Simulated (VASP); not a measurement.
# BN (Qingsongite): cell size against the level of theory, part 3 of 3

Which functional gives the lattice of BN (Qingsongite) as experiment finds it, and is a dearer one worth its cost? LASPH is on for some levels and off for others; the table marks which. The start is a cell from a database of measured crystal structures.

VASP 6.6.1, plane waves and PAW; the level of theory is named at each step.

So far. Step 7 (Relaxation with AM05): It ends at 5.857 Å³/atom, -0.8 % from the start, with 0.00 GPa left. The conventional cell has a = 3.605 Å. Step 8 (Relaxation with PBE + D4): It ends at 5.867 Å³/atom, -0.6 % from the start, with 0.01 GPa left. The conventional cell has a = 3.607 Å. Against plain PBE, the dispersion term moves a by -0.5 %.

## Step 9: Relaxation with RPBE

This step: RPBE; plane waves and PAW (B, N) (VASP 6.6.1).

RPBE by itself binds more weakly than PBE and expands cells.

INCAR

```
SYSTEM = BN
PREC = Accurate
ENCUT = 560
EDIFF = 1E-06
NELM = 100
ISMEAR = -1
SIGMA = 0.05
LREAL = .FALSE.
ALGO = Normal
GGA = RP
NBANDS = 10
LORBIT = 11
LWAVE = .FALSE.
LCHARG = .FALSE.
KPAR = 2
IBRION = 2
NSW = 60
ISIF = 3
EDIFFG = -0.01
```

POSCAR

```
BN
1.0
    0.0000000000      1.8075000000      1.8075000000
    1.8075000000      0.0000000000      1.8075000000
    1.8075000000      1.8075000000      0.0000000000
B N
1 1
Direct
    0.0000000000      0.0000000000      0.0000000000
    0.2500000000      0.2500000000      0.2500000000
```

KPOINTS

```
Automatic mesh
0
Gamma
11 11 11
0 0 0
```

The projector-augmented-wave data sets are B and N (PBE family, release 64).

The run is started by

```
mpirun -np 2 vasp_std
```

The program printed:

```text
[... set-up lines as in an earlier step ...]
 entering main loop
       N       E                     dE             d eps       ncg     rms          rms(c)
DAV:   1     0.130038167656E+02    0.13004E+02   -0.52788E+03  1144   0.844E+02
DAV:   2    -0.169577470551E+02   -0.29962E+02   -0.28767E+02  1356   0.182E+02
DAV:   3    -0.175239000807E+02   -0.56615E+00   -0.56518E+00  1328   0.222E+01
DAV:   4    -0.175246751431E+02   -0.77506E-03   -0.77500E-03  1240   0.848E-01
[...]
DAV:  10    -0.166198840765E+02   -0.17396E-03   -0.22337E-04  1186   0.136E-01    0.158E-02
DAV:  11    -0.166198944948E+02   -0.10418E-04   -0.18098E-05  1352   0.391E-02    0.117E-02
DAV:  12    -0.166198947896E+02   -0.29480E-06   -0.21507E-06   808   0.116E-02
   1 F= -.16619895E+02 E0= -.16619895E+02  d E =-.166199E+02
[...]
N       E                     dE             d eps       ncg     rms          rms(c)
DAV:   1    -0.166580141603E+02   -0.38120E-01   -0.10951E+00  1190   0.886E+00    0.141E+00
[...]
DAV:   5    -0.166202052225E+02    0.10696E-04   -0.39175E-05  1244   0.462E-02    0.275E-02
DAV:   6    -0.166202037475E+02    0.14749E-05   -0.20854E-06  1206   0.155E-02    0.201E-03
DAV:   7    -0.166202039814E+02   -0.23389E-06   -0.71541E-08   596   0.212E-03
   2 F= -.16620204E+02 E0= -.16620204E+02  d E =-.309192E-03
 trial-energy change:   -0.000309  1 .order   -0.000789   -0.032430    0.030852
 step:   0.5011(harm=  0.5125)  dis= 0.00000  next Energy=   -16.627960 (dE=-0.806E-02)
[...]
N       E                     dE             d eps       ncg     rms          rms(c)
DAV:   1    -0.166372404702E+02   -0.17037E-01   -0.27589E-01  1184   0.452E+00    0.706E-01
DAV:   2    -0.166283916731E+02    0.88488E-02   -0.37092E-02  1242   0.133E+00    0.197E-01
DAV:   3    -0.166280094840E+02    0.38219E-03   -0.12469E-03  1180   0.313E-01    0.790E-02
DAV:   4    -0.166278891611E+02    0.12032E-03   -0.16087E-04  1238   0.103E-01    0.232E-02
DAV:   5    -0.166278879140E+02    0.12471E-05   -0.98873E-06  1242   0.236E-02    0.142E-02
DAV:   6    -0.166278888204E+02   -0.90637E-06   -0.47017E-07   618   0.747E-03
   3 F= -.16627889E+02 E0= -.16627889E+02  d E =-.799403E-02
[...]
reached required accuracy - stopping structural energy minimisation
```

It took 7.6 s on 2 MPI ranks of AMD EPYC 7R43, shared host; peak memory 0.19 GiB; 14 s of CPU time.

OUTCAR, selected parts (step 9):

```text
  Total       -0.0008208     -0.0008208     -0.0008208      0.0000000      0.0000000     -0.0000000
  in kB       -0.1086821     -0.1086821     -0.1086821      0.0000000      0.0000000     -0.0000000
  external PRESSURE =      -0.1086821 kB  Pullay stress =       0.0000000 kB

 POSITION                                       TOTAL-FORCE (eV/Angst)
 -----------------------------------------------------------------------------------
      0.00000      0.00000      0.00000        -0.000000     -0.000000     -0.000000
      0.91106      0.91106      0.91106         0.000000      0.000000      0.000000
 -----------------------------------------------------------------------------------
    total drift:                                0.000000      0.000000      0.000000

  FREE ENERGIE OF THE ION-ELECTRON SYSTEM (eV)
  ---------------------------------------------------
  free  energy   TOTEN  =       -16.6278888204 eV

  energy  without entropy=      -16.6278888203  energy(sigma->0) =      -16.62788882

[... 2 parts as in an earlier step ...]

[... 2 further parts left out ...]
[key lines of the parts left out:]
E-fermi :   8.1293
```

It ends at 6.050 Å³/atom, +2.4 % from the start, with -0.01 GPa left. The conventional cell has a = 3.644 Å.

## Step 10: The cells as a table

This step: relaxed cells at several levels; plane waves and PAW (VASP 6.6.1).

This step runs nothing: it gathers the runs above.

Lengths are those of the conventional cell; cost is the wall time of each run, as given at its step, times its ranks, without the set-up around it; LASPH differs between rows, which moves results and costs too. Results by level, by row:

| level | volume (Å³/atom) | change from the start (%) | a (Å) | cost (core minutes) | LASPH |
| --- | --- | --- | --- | --- | --- |
| LDA | 5.76 | -2.5 | 3.585 | 0.407 | off |
| PBE | 5.95 | 0.8 | 3.625 | 0.227 | off |
| r2SCAN | 5.9 | -0.1 | 3.613 | 1.27 | on |
| PBE + D3(BJ) | 5.87 | -0.7 | 3.607 | 0.253 | off |
| r2SCAN + rVV10 | 5.88 | -0.4 | 3.611 | 1.6 | on |
| AM05 | 5.86 | -0.8 | 3.605 | 0.367 | off |
| PBE + D4 | 5.87 | -0.6 | 3.607 | 0.473 | off |
| RPBE | 6.05 | 2.4 | 3.644 | 0.253 | off |

## Step 11: Outcome

* volume, LDA: 5.758 Å³/atom
* volume, PBE: 5.955 Å³/atom
* volume, r2SCAN: 5.897 Å³/atom
* volume, PBE + D3(BJ): 5.866 Å³/atom
* volume, r2SCAN + rVV10: 5.884 Å³/atom
* volume, AM05: 5.857 Å³/atom
* volume, PBE + D4: 5.867 Å³/atom
* volume, RPBE: 6.050 Å³/atom

In words: For BN (Qingsongite) the levels give volumes between 5.758 Å³/atom (LDA) and 6.050 Å³/atom (RPBE), a spread of 5.1 %, while the cost of the finished runs spans a factor of 7.1. Within 1 % of experiment on every length: LDA, PBE, r2SCAN, PBE + D3(BJ), r2SCAN + rVV10, AM05, PBE + D4 and RPBE. The nearest, r2SCAN, took 5.6 times the core time of PBE and lowers the largest miss from 0.27 to 0.05 %. Thermal and zero-point expansion, often some tenths of a per cent in length, bear on this order: with the measured lengths lowered by an assumed 0.4 % the nearest becomes AM05. The costs hold the number of ionic steps as well as the price of the functional. The closing table has room for seven levels; RPBE stands in the table of levels alone. Adding D3(BJ) to PBE changes the volume by -1.5 % (a by -0.5 %). Adding rVV10 to r2SCAN changes the volume by -0.2 % (a by -0.1 %). Adding D4 to PBE changes the volume by -1.5 % (a by -0.5 %). Within 0.02 Å all end in space group F-43m; the runs can't lower the symmetry of the start. LASPH is on for some levels and off for others, so differences between them are not the functional's alone. Each is a single relaxation on the plane waves of the start cell, so larger changes of volume carry a basis-set error that was not tested here.

Calculation against experiment:

```
              quantity  measured             LDA             PBE          r2SCAN    PBE + D3(BJ)  r2SCAN + rVV10            AM05        PBE + D4
lattice constant a (Å)    3.6152  3.585 (-0.8 %)  3.625 (+0.3 %)  3.613 (-0.1 %)  3.607 (-0.2 %)  3.611 (-0.1 %)  3.605 (-0.3 %)  3.607 (-0.2 %)
```

Measured values from arxiv:cond-mat/0702656 (2007).

Verdict: For the lattice constant a, of the levels listed nearest comes r2SCAN (-0.1 %, good agreement) and farthest LDA (-0.8 %, fair agreement). The grades are ours: good and fair within 0.7 and 1.5 % for the lattice constant a. For lattice constants the calculation has a static lattice, without zero-point motion or thermal expansion (measured at up to 295 K).

[Lines on the potential files, build, host, timing and source positions are cut from VASP's logs without a mark.]

[Logs are printed without paths, hosts, clocks, repeated set-up lines and the standing remarks that a program may print on its own settings, such as how far it seeks lower states.]

[Hosts, paths, dates, database ids (printed as entryN), source tags and the programs' standing remarks are cut or masked in the printed files.]

[A measured line is paired with the nearest computed mode of its activity, which favours agreement.]
